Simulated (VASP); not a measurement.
# Li3ZrN2 (Ibam) in VASP: single point with r2SCAN

Aim: the single point of Li3ZrN2 with r2SCAN.

Everything below comes from runs of VASP 6.6.1. Logs are shortened: lines on timing, memory, paths and dates and some standing lists are left out, and cuts for length are marked.

### Step 1. The structure

It takes space group Ibam (No. 72, orthorhombic). The conventional cell has a = 5.210 Å, b = 10.284 Å, c = 5.320 Å, α = 90.00°, β = 90.00°, γ = 90.00°. Li (site symmetry 2) has 4 N at 2.20 to 2.47 Å and 1 Li at 2.32 Å as nearest neighbours. Around Li (site symmetry 222) lie 4 N at 2.22 Å and 2 Li at 2.32 Å. Zr (site symmetry 222) has 4 N at 2.18 Å as nearest neighbours. N (site symmetry m) has 2 Zr at 2.18 Å and 6 Li at 2.20 to 2.47 Å as nearest neighbours.

The cell was built by a generator and needn't be a form met in nature.

### Step 2. Single point, r2SCAN

Input file INCAR:

```
PREC = Accurate ; ENCUT = 520
EDIFF = 1E-6 ; ISMEAR = 0
SIGMA = 0.1 ; LREAL = False
LASPH = True ; NELM = 150
ALGO = Normal ; ISIF = 2
LWAVE = False ; LCHARG = False
METAGGA = R2SCAN ; LMIXTAU = True
KPAR = 4
```

Input file KPOINTS:

```
Automatic mesh
0
Gamma
  8 8 8
```

Input file POSCAR:

```
Li3ZrN2
1.0
   -2.6049200000      5.1422400000      2.6598500000
    2.6049200000     -5.1422400000      2.6598500000
    2.6049200000      5.1422400000     -2.6598500000
Li Zr N
6 2 4
Direct
    0.9752380000      0.2500000000      0.7252380000
    0.4752380000      0.7500000000      0.7252380000
    0.5247620000      0.2500000000      0.2747620000
    0.0247620000      0.7500000000      0.2747620000
    0.7500000000      0.2500000000      0.5000000000
    0.2500000000      0.7500000000      0.5000000000
    0.2500000000      0.2500000000      0.0000000000
    0.7500000000      0.7500000000      0.0000000000
    0.1143180000      0.7558980000      0.8702160000
    0.6143180000      0.7441020000      0.3584190000
    0.3856820000      0.2558980000      0.6415810000
    0.8856820000      0.2441020000      0.1297840000
```

Potentials or basis: VASP PAW PBE potentials, release 64 (Li_sv, Zr_sv, N).

Started as:

```sh
$ cat potpaw_PBE.64/Li_sv/POTCAR potpaw_PBE.64/Zr_sv/POTCAR potpaw_PBE.64/N/POTCAR > POTCAR
$ mpirun -np 4 vasp_std > vasp.out
```

OUTCAR:

```text
PREC = Accurate
   ENCUT = 520
   EDIFF = 1E-6
   ISMEAR = 0
   LREAL = False
   LASPH = True
   NELM = 150
   ISIF = 2
   METAGGA = R2SCAN

 ion  position               nearest neighbor table
   1  0.975  0.250  0.725-   5 2.32   7 2.83
   2  0.475  0.750  0.725-   6 2.32   8 2.83
   3  0.525  0.250  0.275-   5 2.32   7 2.83
   4  0.025  0.750  0.275-   6 2.32   8 2.83
   5  0.750  0.250  0.500-   1 2.32   3 2.32   8 2.60   8 2.60
   6  0.250  0.750  0.500-   2 2.32   4 2.32   7 2.60   7 2.60
   7  0.250  0.250  0.000-  11 2.18  10 2.18   9 2.18  12 2.18   6 2.60   6 2.60   8 2.66   8 2.66
                             1 2.83   3 2.83
   8  0.750  0.750  0.000-  10 2.18  11 2.18   9 2.18  12 2.18   5 2.60   5 2.60   7 2.66   7 2.66
                             2 2.83   4 2.83
   9  0.114  0.756  0.870-   7 2.18   8 2.18
  10  0.614  0.744  0.358-   8 2.18   7 2.18
  11  0.386  0.256  0.642-   7 2.18   8 2.18
  12  0.886  0.244  0.130-   7 2.18   8 2.18

  LATTYP: Found a body centered orthorhombic cell.
 ALAT       =     5.2098400000
 B/A-ratio  =     1.0210870199
 C/A-ratio  =     1.9740491071

  Lattice vectors:

 A1 = (  -2.6049200000,   5.1422400000,  -2.6598500000)
 A2 = (   2.6049200000,   5.1422400000,   2.6598500000)
 A3 = (   2.6049200000,  -5.1422400000,  -2.6598500000)

Analysis of symmetry for initial positions (statically):
=====================================================================
 Subroutine PRICEL returns:
 Original cell was already a primitive cell.

 Routine SETGRP: Setting up the symmetry group for a
 body centered orthorhombic supercell.

 Subroutine GETGRP returns: Found  8 space group operations
 (whereof  4 operations were pure point group operations)
 out of a pool of  8 trial point group operations.

The static configuration has the point symmetry C_2h.
 The point group associated with its full space group is D_2h.

Analysis of symmetry for dynamics (positions and initial velocities):
=====================================================================
 Subroutine PRICEL returns:
 Original cell was already a primitive cell.

 Routine SETGRP: Setting up the symmetry group for a
 body centered orthorhombic supercell.

 Subroutine GETGRP returns: Found  8 space group operations
 (whereof  4 operations were pure point group operations)
 out of a pool of  8 trial point group operations.

The dynamic configuration has the point symmetry C_2h.
 The point group associated with its full space group is D_2h.

 Subroutine INISYM returns: Found  8 space group operations
 (whereof  4 operations are pure point group operations),
 and found     1 'primitive' translations

----------------------------------------------------------------------------------------

                                     Primitive cell

  volume of cell :     142.5161

  direct lattice vectors                    reciprocal lattice vectors
    -2.604920000  5.142240000  2.659850000     0.000000000  0.097233890  0.187980525
     2.604920000 -5.142240000  2.659850000     0.191944474  0.000000000  0.187980525
     2.604920000  5.142240000 -2.659850000     0.191944474  0.097233890  0.000000000

  length of vectors
     6.348467724  6.348467724  6.348467724     0.211639097  0.268662165  0.215167634

  position of ions in fractional coordinates (direct lattice)
     0.975238000  0.250000000  0.725238000
     0.475238000  0.750000000  0.725238000
     0.524762000  0.250000000  0.274762000
     0.024762000  0.750000000  0.274762000
     0.750000000  0.250000000  0.500000000
     0.250000000  0.750000000  0.500000000
     0.250000000  0.250000000  0.000000000
     0.750000000  0.750000000  0.000000000
     0.114318000  0.755898000  0.870216000
     0.614318000  0.744102000  0.358419000
     0.385682000  0.255898000  0.641581000
     0.885682000  0.244102000  0.129784000

  ion indices of the primitive-cell ions
   primitive index   ion index
                 1           1
                 2           2
                 3           3
                 4           4
                 5           5
                 6           6
                 7           7
                 8           8
                 9           9
                10          10
                11          11
                12          12

----------------------------------------------------------------------------------------

 KPOINTS: Automatic mesh

Automatic generation of k-mesh.
 Grid dimensions read from file:
 generate k-points for:    8    8    8

 Generating k-lattice:

  Cartesian coordinates                     Fractional coordinates (reciprocal lattice)
     0.000000000  0.012154236  0.023497566     0.125000000  0.000000000  0.000000000
     0.023993059  0.000000000  0.023497566     0.000000000  0.125000000  0.000000000
     0.023993059  0.012154236  0.000000000     0.000000000  0.000000000  0.125000000

  Length of vectors
     0.026454887  0.033582771  0.026895954

  Shift w.r.t. Gamma in fractional coordinates (k-lattice)
     0.000000000  0.000000000  0.000000000

 Subroutine IBZKPT returns following result:
 ===========================================

 Found     95 irreducible k-points:

 Following reciprocal coordinates:
            Coordinates               Weight
  0.000000  0.000000  0.000000      1.000000
  0.125000  0.000000 -0.000000      4.000000
  0.250000  0.000000 -0.000000      4.000000
  0.375000  0.000000 -0.000000      4.000000
  0.500000  0.000000 -0.000000      2.000000
  0.000000  0.125000 -0.000000      4.000000
[... 16 lines left out ...]
  0.125000  0.375000 -0.000000      8.000000
  0.250000  0.375000 -0.000000      8.000000
 [... further k-points ...]
   k-points           NKPTS =     95   k-points in BZ     NKDIM =     95   number of bands    NBANDS=     38
   number of dos      NEDOS =    301   number of ions     NIONS =     12
   total plane-waves  NPLWV = 110592
   dimension x,y,z NGX =    48 NGY =   48 NGZ =   48
   dimension x,y,z NGXF=    96 NGYF=   96 NGZF=   96
   ions per type =               6   2   4
   NGX,Y,Z   is equivalent  to a cutoff of  12.57, 12.57, 12.57 a.u.
   NGXF,Y,Z  is equivalent  to a cutoff of  25.14, 25.14, 25.14 a.u.
 SYSTEM =  unknown system
   PREC   = accura    normal or accurate (medium, high low for compatibility)
   ISTART =      0    job   : 0-new  1-cont  2-samecut
   ICHARG =      2    charge: 1-file 2-atom 10-const
   ISPIN  =      1    spin polarized calculation?
   LNONCOLLINEAR =      F non collinear calculations
   LSORBIT =      F    spin-orbit coupling
   LASPH  =      T    aspherical Exc in radial PAW
   ENCUT  =  520.0 eV  38.22 Ry    6.18 a.u.  11.80 11.80 11.80*2*pi/ulx,y,z
   NELM   =    150;   NELMIN=  2; NELMDL= -5     # of ELM steps
   EDIFF  = 0.1E-05   stopping-criterion for ELM
   LREAL  =      F    real-space projection
[... 7 lines left out ...]
   TEBEG  =    0.0;   TEEND  =   0.0 temperature during run
   PSTRESS=    0.0 pullay stress
   NELECT =      62.0000    total number of electrons
   NUPDOWN=      -1.0000    fix difference up-down
   EMIN   =  10.00;   EMAX   =-10.00  energy-range for DOS
   EFERMI =   0.00;   METHOD = LEGACY
   ISMEAR =     0;   SIGMA  =   0.10  broadening in eV -4-tet -1-fermi 0-gaus
   EFERMI_NEDOS =   21; number of points for ismear=-14 and -15
   IALGO  =     38    algorithm
   IMIX   =      4    mixing-type and parameters
     AMIX     =   0.40;   BMIX     =  1.00
     AMIX_MAG =   1.60;   BMIX_MAG =  1.00
  volume/ion in A,a.u.               =      11.88        80.15
  Fermi-wavevector in a.u.,A,eV,Ry     =   1.240464  2.344137 20.935972  1.538751
  Thomas-Fermi vector in A             =   2.374903
   LORBIT       =      0    0 simple, 1 ext, 2 COOP (PROOUT), +10 PAW based schemes
   METAGGA = R2SCAN    functional components
   LHFCALC =     F    Hartree Fock is set to
   AEXX    =    0.0000 exact exchange contribution
   IVDW    =     0    specifies the selected vdW correction
   LEPSILON=     F    determine dielectric tensor
   LRPA    =     F    only Hartree local field effects (RPA)
 non-spin polarized calculation
 Gauss-broadening in eV      SIGMA  =   0.10
  energy-cutoff  :      520.00
  volume of cell :      142.52
 maximum number of plane-waves:      3861
   NGX = 23   NGY = 23   NGZ = 23

 number of electron      62.0000010 magnetization

 Free energy of the ion-electron system (eV)
  ---------------------------------------------------
  ext. energy  EPLUGINS =         0.00000000
  ---------------------------------------------------
  free energy    TOTEN  =      -105.00521570 eV

  energy without entropy =     -104.98068943  energy(sigma->0) =     -104.99295257

 E-fermi :   6.2032     XC(G=0): -10.3762

 val. band max:        6.2023739003   @ k =  -0.1250   0.1250   0.0000
 cond. band min:       6.2096366435   @ k =  -0.2500   0.3750   0.1250
 fundamental gap:      0.0072627432
 Fermi energy:         6.2031762641

 k-point     1 :       0.0000    0.0000    0.0000
  band No.  band energies     occupation
      1     -45.0063      2.00000
      2     -44.6166      2.00000
      3     -42.5388      2.00000
      4     -42.5045      2.00000
      5     -42.5043      2.00000
      6     -42.4874      2.00000
[... 30 lines left out ...]
     37       9.3583      0.00000
     38      10.0182      0.00000

 k-point     2 :       0.1250    0.0000   -0.0000
  band No.  band energies     occupation
      1     -44.9921      2.00000
      2     -44.6321      2.00000
      3     -42.5376      2.00000
      4     -42.5059      2.00000
      5     -42.5036      2.00000
      6     -42.4880      2.00000
[... 30 lines left out ...]
     37       9.3019      0.00000
     38      10.0280      0.00000
[... 859 lines left out ...]
     37       8.5653      0.00000
     38       9.1747      0.00000

 k-point    24 :       0.2500    0.3750   -0.0000
  band No.  band energies     occupation
      1     -44.8886      2.00000
      2     -44.7397      2.00000
      3     -42.5177      2.00000
      4     -42.5116      2.00000
      5     -42.5104      2.00000
      6     -42.4957      2.00000
[... 30 lines left out ...]
     37       8.9854      0.00000
     38       9.3107      0.00000

 [... further k-points ...]
[... 5 lines left out ...]
  --------------------------------------------------------------------------------------
  -------------------------------------------------------------------------------------
  Total       -1.1638746     -0.8632068     -2.3026767     -0.0000000      0.0000000      0.0000000
  in kB      -13.0843722     -9.7042413    -25.8868781     -0.0000000      0.0000000      0.0000000
  external PRESSURE =     -16.2251639 kB  Pullay stress =       0.0000000 kB

 VOLUME and BASIS-vectors are now :
 -----------------------------------------------------------------------------
  energy-cutoff  :      520.00
  volume of cell :      142.52
      direct lattice vectors                 reciprocal lattice vectors
    -2.604920000  5.142240000  2.659850000     0.000000000  0.097233890  0.187980525
     2.604920000 -5.142240000  2.659850000     0.191944474  0.000000000  0.187980525
     2.604920000  5.142240000 -2.659850000     0.191944474  0.097233890  0.000000000

 POSITION                                       TOTAL-FORCE (eV/Angst)
 -----------------------------------------------------------------------------------
     -0.00000      7.45870      1.32993         0.000000      0.030718      0.000000
      2.60492      2.31646      1.32992         0.000000      0.030718      0.000000
      0.00000      2.82578      1.32993         0.000000     -0.030718     -0.000000
      2.60492     -2.31646      1.32993         0.000000     -0.030718     -0.000000
      0.00000      5.14224      1.32993         0.000000     -0.000000     -0.000000
      2.60492      0.00000      1.32993         0.000000     -0.000000     -0.000000
      0.00000      0.00000      1.32993         0.000000     -0.000000     -0.000000
      0.00000      0.00000      3.98977         0.000000     -0.000000      0.000000
      3.93811      1.17570      0.00000        -0.043264      0.010648     -0.000000
      1.27173      1.17570      2.65985         0.043264      0.010648      0.000000
      1.33319      3.96654     -0.00000        -0.043264     -0.010648     -0.000000
     -1.33319      3.96654      2.65985         0.043264     -0.010648      0.000000
 -----------------------------------------------------------------------------------
    total drift:                                0.000000      0.000000     -0.000000

  FREE ENERGIE OF THE ION-ELECTRON SYSTEM (eV)
  ---------------------------------------------------
  free  energy   TOTEN  =      -105.0052157005 eV

  energy  without entropy=     -104.9806894330  energy(sigma->0) =     -104.99295257
```

It took 7.4 min on 4 MPI ranks of Intel Xeon 6975P-C (Granite Rapids), shared host; peak memory 0.66 GiB.

Results:

```
Free energy            : -105.0052 eV
Largest force          : 0.045 eV/Å
Band gap on the k mesh : none (metal or under the smearing width)
```

Forces in eV/Å, atoms in the order of the input:
```
Li   0.000  0.031  0.000
Li   0.000  0.031  0.000
Li   0.000 -0.031  0.000
Li   0.000 -0.031  0.000
Li   0.000  0.000  0.000
Li   0.000  0.000  0.000
Zr   0.000  0.000  0.000
Zr   0.000  0.000  0.000
N   -0.043  0.011  0.000
N    0.043  0.011  0.000
N   -0.043 -0.011  0.000
N    0.043 -0.011  0.000
```

Levels at points of the mesh, in eV from the Fermi level:
```csv
k point,band 27,band 28,band 29,band 30,band 31,band 32,band 33,band 34,band 35,band 36
"(0.00, 0.00, 0.00)",-3.83,-3.78,-3.52,-3.43,-0.62,0.14,0.31,0.91,1.08,1.17
"(0.50, 0.00, 0.00)",-3.98,-3.98,-3.42,-3.42,0.17,0.17,0.74,0.74,1.79,1.79
"(0.00, 0.50, 0.00)",-3.88,-3.88,-3.63,-3.63,0.85,0.85,1.13,1.13,1.92,1.92
"(0.50, 0.50, 0.00)",-3.66,-3.46,-3.31,-3.18,-1.38,-0.09,0.79,1.71,1.89,2.34
"(0.50, 0.50, 0.50)",-3.57,-3.53,-3.40,-3.35,-1.02,-0.12,0.23,0.84,0.89,2.47
```

Caveat: the cutoff is under 1.25 times the usual one of these potentials, so pressure, stress and relaxed cells hold a basis-set (Pulay) error; the PAW data sets were made with another functional, which shifts forces and pressure a little.
